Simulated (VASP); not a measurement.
Input of a VASP 6.6.1 run:

The input INCAR:

```
ALGO = Normal ; EDIFF = 1E-6
EDIFFG = -0.02 ; ENCUT = 600
GGA = PS ; IBRION = 2
ISIF = 3 ; ISMEAR = -1
IVDW = 12 ; LASPH = T
LCHARG = F ; LREAL = F
LWAVE = F ; NELM = 60
NSW = 40 ; PREC = Accurate
SIGMA = 0.05
```

KPOINTS

```
k-points
0
Gamma
  4 4 4
```

Contents of POSCAR:

```
Cs2InAgCl6
1.0
    0.0000000000      5.2345000000      5.2345000000
    5.2345000000      0.0000000000      5.2345000000
    5.2345000000      5.2345000000      0.0000000000
Cs In Ag Cl
2 1 1 6
Direct
    0.7500000000      0.7500000000      0.7500000000
    0.2500000000      0.2500000000      0.2500000000
    0.0000000000      0.0000000000      0.0000000000
    0.5000000000      0.5000000000      0.5000000000
    0.7602100000      0.7602100000      0.2397900000
    0.2397900000      0.2397900000      0.7602100000
    0.7602100000      0.2397900000      0.7602100000
    0.2397900000      0.7602100000      0.7602100000
    0.2397900000      0.7602100000      0.2397900000
    0.7602100000      0.2397900000      0.2397900000
```

Potentials or basis: VASP PAW PBE potentials, release 64 (Cs_sv, In_d, Ag, Cl).

The run is started by

```sh
$ cat potpaw_PBE.64/Cs_sv/POTCAR potpaw_PBE.64/In_d/POTCAR potpaw_PBE.64/Ag/POTCAR potpaw_PBE.64/Cl/POTCAR > POTCAR
$ mpirun -np 1 vasp_std > vasp.out
```

Question: What does it give for the dispersion energy per atom?

Answer: -0.225 eV.

Question: What does it give for the relaxed cell?

Answer: a = 7.252 Å, b = 7.252 Å, c = 7.252 Å, α = 60.00°, β = 60.00°, γ = 60.00°.

The path:
| step | energy change (eV) | largest force (eV/Å) | pressure (GPa) | volume (Å³) |
| --- | --- | --- | --- | --- |
| 1 | 0.0000 | 0.3281 | -1.47 | 286.85 |
| 2 | -0.0962 | 0.3387 | -0.40 | 276.05 |
| 3 | -0.1167 | 0.3319 | 0.49 | 268.77 |
| 4 | -0.1437 | 0.0491 | 0.17 | 268.73 |
| 5 | -0.1444 | 0.0007 | 0.12 | 268.72 |
| 6 | -0.1447 | 0.0014 | -0.01 | 269.67 |

Caveat: the PAW data sets were made with another functional, which shifts forces and pressure a little.
